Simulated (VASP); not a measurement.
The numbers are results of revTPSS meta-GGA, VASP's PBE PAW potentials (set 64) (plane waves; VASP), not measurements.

The input files of a VASP run:

INCAR:
```
# general
SYSTEM  = Al
PREC    = Accurate
ENCUT   = 520
LREAL   = .False.
LASPH   = .True.

# electronic loop
EDIFF   = 1E-7
NELM    = 100
ALGO    = Normal
LMIXTAU = .True.

# smearing
ISMEAR  = 1
SIGMA   = 0.1

# functional
METAGGA = RTPSS

# ions
ISIF    = 2

# output
LWAVE   = .False.
LCHARG  = .False.
```

**KPOINTS**
```
Automatic mesh
0
Gamma
16 16 16
0 0 0
```

### POSCAR
```
Al
1
    0.0000000000     2.0403960472     2.0403960472
    2.0403960472     0.0000000000     2.0403960472
    2.0403960472     2.0403960472     0.0000000000
Al
1
Direct
  0.0000000000   0.0000000000   0.0000000000
```

POTCAR, in this order: Al (PBE.64 set). Program: vasp_std.

Output

### OUTCAR
```
 ion  position               nearest neighbor table
   1  0.000  0.000  0.000-
  LATTYP: Found a face centered cubic cell.
 ALAT       =     4.0807920944
 Subroutine PRICEL returns:
 Original cell was already a primitive cell.
 Subroutine GETGRP returns: Found 48 space group operations
The static configuration has the point symmetry O_h .
The dynamic configuration has the point symmetry O_h .
 Subroutine INISYM returns: Found 48 space group operations
 Subroutine IBZKPT returns following result:
 Found    145 irreducible k-points:

 Following reciprocal coordinates:
            Coordinates               Weight
  0.000000  0.000000  0.000000      1.000000
  0.062500  0.000000  0.000000      8.000000
  0.125000  0.000000  0.000000      8.000000
  0.187500  0.000000  0.000000      8.000000
  0.250000  0.000000  0.000000      8.000000
  0.312500  0.000000  0.000000      8.000000
  0.375000  0.000000  0.000000      8.000000
  0.437500  0.000000  0.000000      8.000000
  0.500000  0.000000  0.000000      4.000000
  0.062500  0.062500  0.000000      6.000000
...
```

OSZICAR:
```
       N       E                     dE             d eps       ncg     rms          rms(c)
DAV:   1     0.224432584744E+02    0.22443E+02   -0.16239E+03  2155   0.994E+02
DAV:   2     0.119700395128E+02   -0.10473E+02   -0.98788E+01  2900   0.196E+02
DAV:   3     0.112898141801E+02   -0.68023E+00   -0.67140E+00  2890   0.498E+01
DAV:   4     0.112440848996E+02   -0.45729E-01   -0.45793E-01  2900   0.142E+01
DAV:   5     0.112392105721E+02   -0.48743E-02   -0.48465E-02  2900   0.496E+00    0.217E+00
DAV:   6    -0.531163593818E+01   -0.16551E+02   -0.34285E+01  1480   0.561E+01    0.202E+00
DAV:   7    -0.526423632916E+01    0.47400E-01   -0.12627E-01  2285   0.501E+00    0.323E+00
DAV:   8     0.181244445444E+03    0.18651E+03   -0.75059E+05  1450   0.891E+06    0.386E+00
DAV:   9    -0.537901308893E+01   -0.18662E+03   -0.25131E+00  1460   0.282E+01    0.791E+00
DAV:  10    -0.530420330972E+01    0.74810E-01   -0.80834E-02  1840   0.215E+00    0.220E+01
DAV:  11    -0.533090287806E+01   -0.26700E-01   -0.48116E-03  1745   0.862E-01    0.163E+01
DAV:  12    -0.522702762409E+01    0.10388E+00   -0.70260E-02  1450   0.457E+00    0.541E+00
DAV:  13    -0.529570300704E+01   -0.68675E-01   -0.45212E-02  1450   0.402E+00    0.182E+00
DAV:  14    -0.529246345658E+01    0.32396E-02   -0.16665E-03  1670   0.741E-01    0.132E-01
DAV:  15     0.268158920271E+03    0.27345E+03   -0.11470E+06  1450   0.133E+07    0.502E-01
DAV:  16    -0.529432223501E+01   -0.27345E+03   -0.24623E+00  1450   0.285E+01    0.356E-01
DAV:  17    -0.529642971790E+01   -0.21075E-02   -0.20557E-03  1660   0.450E-01    0.194E-01
DAV:  18    -0.529673838634E+01   -0.30867E-03   -0.56490E-05  1645   0.136E-01    0.971E-03
DAV:  19    -0.529667429816E+01    0.64088E-04   -0.23697E-05  1555   0.860E-02    0.608E-02
DAV:  20    -0.529676167942E+01   -0.87381E-04   -0.18452E-05  1490   0.798E-02    0.941E-03
DAV:  21    -0.529676055783E+01    0.11216E-05   -0.25780E-06  1580   0.298E-02    0.714E-03
DAV:  22    -0.529676330175E+01   -0.27439E-05   -0.42509E-07  1605   0.120E-02    0.972E-03
DAV:  23    -0.529676526199E+01   -0.19602E-05   -0.37766E-07  1500   0.935E-03    0.379E-03
DAV:  24    -0.529676545385E+01   -0.19186E-06   -0.30264E-08   815   0.279E-03    0.201E-03
DAV:  25    -0.529676568601E+01   -0.23216E-06   -0.36603E-08   790   0.331E-03    0.947E-04
DAV:  26    -0.529676569151E+01   -0.54986E-08   -0.62752E-09   760   0.150E-03
   1 F= -.52967657E+01 E0= -.52968815E+01  d E =0.347346E-03
```

OUTCAR:
```
------------------------ aborting loop because EDIFF is reached ----------------------------------------
  FORCE on cell =-STRESS in cart. coord.  units (eV):
  Direction    XX          YY          ZZ          XY          YZ          ZX
  --------------------------------------------------------------------------------------
  Total       -0.4545522     -0.4545522     -0.4545522      0.0000000      0.0000000     -0.0000000
  in kB      -42.8667885    -42.8667885    -42.8667885      0.0000000      0.0000000     -0.0000000
  external PRESSURE =     -42.8667885 kB  Pullay stress =       0.0000000 kB
  volume of cell :       16.99
      direct lattice vectors                 reciprocal lattice vectors
     0.000000000  2.040396047  2.040396047    -0.245050465  0.245050465  0.245050465
     2.040396047  0.000000000  2.040396047     0.245050465 -0.245050465  0.245050465
     2.040396047  2.040396047  0.000000000     0.245050465  0.245050465 -0.245050465
 POSITION                                       TOTAL-FORCE (eV/Angst)
 -----------------------------------------------------------------------------------
      0.00000      0.00000      0.00000         0.000000      0.000000      0.000000
 -----------------------------------------------------------------------------------
    total drift:                                0.000000      0.000000      0.000000
  FREE ENERGIE OF THE ION-ELECTRON SYSTEM (eV)
  ---------------------------------------------------
  free  energy   TOTEN  =        -5.2967656915 eV

  energy  without entropy=       -5.2971130370  energy(sigma->0) =       -5.29688147
```
(Selected blocks of OUTCAR.)

The compound is Al in the fcc structure. This cell is one point of a volume scan, at 1.06 of the reference volume.
